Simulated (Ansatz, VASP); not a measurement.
**Cross-check of SiGe between VASP and Ansatz**

One calculation is typed for both programs; each brings its own data sets. How far apart do they land? The cell is generated by rule, not measured, and may not be a known phase. The cell is taken from a series of runs on this material, whose earlier steps may have relaxed, scaled, displaced or heated it; both programs get it as it stands.

Main program and level: Ansatz 0.2.0; plane waves, with VASP 6.6.1 beside it; zone-centre phonons at PBEsol.

The structure was built from a prototype and need not be the compound's stable phase.

## Step 1: Set-up

It takes space group Pmma (No. 51, orthorhombic). Conventional cell: a = 3.917 Å, b = 3.923 Å, c = 5.542 Å, α = 90.00°, β = 90.00°, γ = 90.00°. Nearest to Si lie 2 Si at 2.37 Å and 2 Ge at 2.40 Å. Nearest to Ge lie 2 Si at 2.40 Å and 2 Ge at 2.44 Å. Farther neighbours are not listed.

## Step 2: Ansatz: zone-centre phonons, PBEsol

Ansatz runs on its PAW soft_1 files.

Second derivatives magnify differences that forces hide, and they need a tight electronic threshold.

input.yaml reads:

```yaml
crystal:
  lattice:
    - [5.5438291126, -0.0041473514, 0.0]
    - [-0.0041473514, 5.5438291126, 0.0]
    - [0.0, 0.0, 5.5420757874]
  atoms:
    - { symbol: Si, position: [0.5, 0.0, 0.5052450932] }
    - { symbol: Si, position: [0.0, 0.5, 0.5052450932] }
    - { symbol: Si, position: [0.75, 0.25, 0.7447549068] }
    - { symbol: Si, position: [0.25, 0.75, 0.7447549068] }
    - { symbol: Ge, position: [0.0, 0.0, -0.0058409987] }
    - { symbol: Ge, position: [0.5, 0.5, -0.0058409987] }
    - { symbol: Ge, position: [0.25, 0.25, 0.2558409987] }
    - { symbol: Ge, position: [0.75, 0.75, 0.2558409987] }
kpoints:
  mp_grid: { grid: [6, 6, 6], shift: [0.5, 0.5, 0.5] }
hamiltonian:
  xc: pbesol
  pseudopotentials: { kind: paw, azcp: { folder: soft_1 }, xc_functional: pbe }
scf:
  occupations: { method: fixed }
output:
  eigenvalues: true
phonons:
  method: dfpt
```

The run is started by

```
ansatz run input.yaml --threads 8 --pin off --max-ram 16384MiB --backend cpu --events-out ev --progress --plain --runs-dir out
```

Numbers of over 12 decimals in the logs are rounded to 6 here.

What it wrote:

```text
zone centre: on kpoints.mp_grid the ground state, and the responses unless they are solved on pairs of k-points, stand on 54 of the mesh's 216 k-points, reduced under 2 symmetry operations, with k and −k counted as one. Each operation leaves every solved displacement unchanged or reverses it
Engine: ansatz 0.2.0, aarch64-unknown-linux-gnu
Pseudopotentials: kind: paw
Pseudopotential: Si, paw, valence charge 4, recommended cutoff 420 eV (normal), soft_1/Si.paw.azcp
Pseudopotential: Ge, paw, valence charge 14, recommended cutoff 420 eV (normal), soft_1/Ge.paw.azcp
Functional definition: PBEsol
  exchange = pbesol_x
  correlation = pbesol_c
Crystal: 8 atoms, lattice volume = 170.330 Å³
Basis set: ecut = 420 eV, 3287 PW (Γ), exchange–correlation on 80×80×80 points (8 copies of the dense FFT grid, shifted against one another)
Bands: 44, of which v1, the nominal top of the filled ones, is band 36 counted from 1 (35 counted from 0)
Symmetry: 16 space group operations
k-points: 54 of 216 (irreducible under 2 space group operations, time reversal used)
Non-local potential: Si, projectors of the file, l = 0: 2, l = 1: 2, l = 2: 1
Non-local potential: Ge, projectors of the file, l = 0: 2, l = 1: 2, l = 2: 3, l = 3: 1
PAW form: soft (Blöchl's): semilocal exchange-correlation on the pseudo side does not see the compensation charge
PAW frozen core: Si, regenerated for the run's functional, and the local potential with it (the file was generated under x = pbe(κ = 0.804, μ = 0.219515), c = pbe(β = 0.066725))
PAW frozen core: Ge, regenerated for the run's functional, and the local potential with it (the file was generated under x = pbe(κ = 0.804, μ = 0.219515), c = pbe(β = 0.066725))
PAW one-centre angular grid: Si, 110 points (default); XC on 64 Gauss nodes
PAW one-centre angular grid: Ge, 590 points (default); XC on 64 Gauss nodes
Initial density: superposition of atomic densities (chi_scale 0.1, normalization cell, long waves kept (reshape's long-wave potential 0.01 eV rms))
Initial wavefunctions: pseudopotential atomic-orbital guess
Functional: x = pbesol(κ = 0.804, μ = 0.123457), c = pbesol(β = 0.046)
SCF iter   1: F=—  HF=-19500.475700 eV  |F-HF|=—  |Δ(HF+E_count)|=         —  Δρ=4.11e-2  dr2=2.50e0  ethr=3.10e-3  ⟨swp⟩=5.0  Hψ=8332  notcnv=0  defer=240
preconditioner: auto → Resta (q_TF=auto, 2.364 Å⁻¹)  ε∞=2.7  [insulator: Δε(μ)=0.717 eV  Ē_g=18.380 eV  n_scr=32 (ndim 8)  ℏωp=24.1 eV  f_vac=0.000  ε∞_Penn≈2.7]
SCF iter   2: F=—  HF=-19500.060263 eV  |F-HF|=—  |Δ(HF+E_count)|=   4.15e-1  Δρ=2.31e-2  dr2=7.80e-1  ethr=3.10e-3  ⟨swp⟩=2.0  Hψ=2936  notcnv=0  defer=304
SCF iter   3: F=—  HF=-19499.906032 eV  |F-HF|=—  |Δ(HF+E_count)|=   1.54e-1  Δρ=2.51e-3  dr2=1.73e-2  ethr=1.08e-3  ⟨swp⟩=2.1  Hψ=2848  notcnv=0  defer=314
SCF iter   4: F=—  HF=-19499.895508 eV  |F-HF|=—  |Δ(HF+E_count)|=   1.05e-2  Δρ=1.30e-3  dr2=2.34e-3  ethr=2.40e-5  ⟨swp⟩=3.0  Hψ=4392  notcnv=0  defer=321
SCF iter   5: F=—  HF=-19499.896397 eV  |F-HF|=—  |Δ(HF+E_count)|=   8.89e-4  Δρ=5.14e-4  dr2=4.14e-4  ethr=3.25e-6  ⟨swp⟩=2.0  Hψ=4279  notcnv=0  defer=321
SCF iter   6: F=—  HF=-19499.896896 eV  |F-HF|=—  |Δ(HF+E_count)|=   4.99e-4  Δρ=5.35e-5  dr2=6.46e-6  ethr=5.74e-7  ⟨swp⟩=2.0  Hψ=3197  notcnv=0  defer=321
SCF iter   7: F=—  HF=-19499.896898 eV  |F-HF|=—  |Δ(HF+E_count)|=   2.33e-6  Δρ=8.55e-6  dr2=1.08e-7  ethr=8.97e-9  ⟨swp⟩=2.0  Hψ=3240  notcnv=0  defer=202
SCF iter   8: F=—  HF=-19499.896899 eV  |F-HF|=—  |Δ(HF+E_count)|=   2.32e-7  Δρ=1.25e-6  dr2=1.65e-9  ethr=1.50e-10  ⟨swp⟩=2.0  Hψ=3088  notcnv=0  defer=202
SCF iter   9: F=-19499.896899 eV  HF=-19499.896899 eV  |F-HF|=3.64e-11  |Δ(HF+E_count)|=   5.53e-9  Δρ=2.09e-7  dr2=6.86e-11  ethr=1.00e-12  ⟨swp⟩=16.0  Hψ=15761  notcnv=0
SCF 1 converged in 9 iterations: F = -19499.896899 eV  dr2 = 6.86e-11
  greatest PAW one-centre occupation: 0.998 electrons in one spin orbital (limit 2), on the Ge atom at site 7 (counted from 0), in its partial waves of l = 2
DFPT response loops at Γ: preconditioner auto → Resta (q_TF=auto, 2.364 Å⁻¹)  ε∞=10.8 (no band partly filled); β = 1.00, the filter's whole step (`scf.mixing.beta` (0.50) is not read by the response loops at its default; to damp them type it under 1.00, their step now; it binds the ground state too); Broyden in place of MSR1
SCF converged after 9 iterations
Free energy (F): -19499.896899 eV
Harris-Foulkes:  -19499.896899 eV  (|F-HF|=3.64e-11)
Internal energy: -19499.896899 eV  (E = F + TS)
E sigma→0 (E₀):  -19499.896899 eV
Fermi energy:    7.261629 eV
--- Per-component energies (eV) ---
  E_band       = -617.430207
  E_kinetic    = 533.386981
  E_local      = -10405.490231  (includes V_loc(G=0)·N_el)
  E_nonlocal   = 970.260479
  E_hartree    = 4955.927897
  E_xc         = -507.710053
  E_vxc        = -451.525518  (∫ρ·V_xc dr)
  E_paw        = -9881.987592  (= ΣΔE_a)
  E_vpaw       = -1175.918368  (= ΣTr[D̂ρ^β])
  E_aug_tail   = 0.000250  (compensation charges beyond the density's cutoff)
  E_ewald      = -5168.082623
  E_core_change = 3.797994  (= ΣΔE_core)
  E_smearing   = -0.000000  (= −TS)
  E_closure    = 0.000000  (closes the sum)
  Σ components = -19499.896899   (vs F -19499.896899, Δ=0.00e0)
--- Band table (eV; the first three rows and the last of 54) ---
  k-point 0: bands = [... 32 lower, 4.5329, 6.2988, 7.1797, 7.2038, 7.7726, 8.1010, 8.3661, 8.3687, ... 4 higher]
  k-point 1: bands = [... 32 lower, 4.6697, 5.1158, 6.5186, 6.6826, 8.1070, 8.5539, 9.0102, 9.0613, ... 4 higher]
  k-point 2: bands = [... 32 lower, 4.8740, 5.1122, 5.7526, 5.7639, 8.3476, 8.9830, 10.1026, 10.1427, ... 4 higher]
  k-point 53: bands = [... 32 lower, 5.4917, 5.6192, 5.6654, 6.3719, 9.1690, 9.5500, 10.0789, 10.2227, ... 4 higher]
--- Phonons (Γ-DFPT): 4 representative perturbations + reference, on 54 of 216 k-points (Σ response iterations 17) ---
  k mesh reduced under 2 symmetry operations, with k and −k counted as one. Each operation leaves every solved displacement unchanged or reverses it
  ASR residual: 5.251e-5 → 0.000e0 eV/Å²; symmetrization residual: 2.394e-6 eV/Å²
  ASR residual per site (eV/Å²): 5.25e-5 5.25e-5 5.25e-5 5.25e-5 1.61e-5 1.61e-5 1.61e-5 1.61e-5
  Γ frequencies (cm⁻¹): 0.00 0.00 0.00 80.88 80.88 95.33 104.51 112.31 112.31 257.93 257.93 261.70 278.47 300.35 300.35 321.26 366.87 381.75 381.75 412.15 429.02 429.02 449.92 479.21
  non-analytic LO–TO correction: not included (Born effective charges unavailable; polar crystals: no LO–TO splitting at Γ)
```

The column dr2 measures how far the density is from self-consistency, as an energy; F and HF (Harris–Foulkes) agree once it is small.

(Continued in part 2 of 3.)

[Lines on the potential files, build, host, timing and source positions are cut from VASP's logs without a mark.]

[Logs are printed without paths, hosts, clocks, repeated set-up lines and the standing remarks that a program may print on its own settings, such as how far it seeks lower states.]

[Hosts, paths, dates, database ids (printed as entryN), source tags and the programs' standing remarks are cut or masked in the printed files.]
